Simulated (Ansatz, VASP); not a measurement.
NaHgSe3 in VASP and in Ansatz

```
Na Hg Se
1.0
     5.32846    0.00000    0.00000
     0.00000    5.32846    0.00000
     0.00000    0.00000    5.32846
Na Hg Se
1 1 3
Direct
  0.50000 0.50000 0.50000
  0.00000 0.00000 0.00000
  0.50000 0.00000 0.00000
  0.00000 0.50000 0.00000
  0.00000 0.00000 0.50000
```

Alike in both runs: functional PBE; k mesh 8 × 8 × 8; occupations gaussian, width 0.1 eV; no spin polarisation.

Ansatz relaxed the structure, and its values are those at the end. VASP's run is a single point on that final structure, the one shown.

```csv
,VASP,Ansatz
version,VASP 6.6.1,Ansatz 0.2.0
potentials or method,"VASP PAW PBE potentials, release 64 (Na_pv, Hg, Se)","scalar-relativistic, plane waves, PAW"
plane-wave cutoff (eV),520,420
valence electrons in the cell,37,77
```

|  | VASP | Ansatz | Ansatz less VASP |
| --- | --- | --- | --- |
| gap on the k mesh at the Fermi level (eV) | none | none | - |
| pressure (GPa) | 0.2 | 0.0 | -0.24 |

A gap of «none» marks a metal or a gap that the smearing closes. With one functional, cell and mesh, what is left measures potentials, basis and numerics. The two sets of potentials don't hold the same shells in valence.

Spin-orbit coupling is left out, which matters for the levels of Hg.
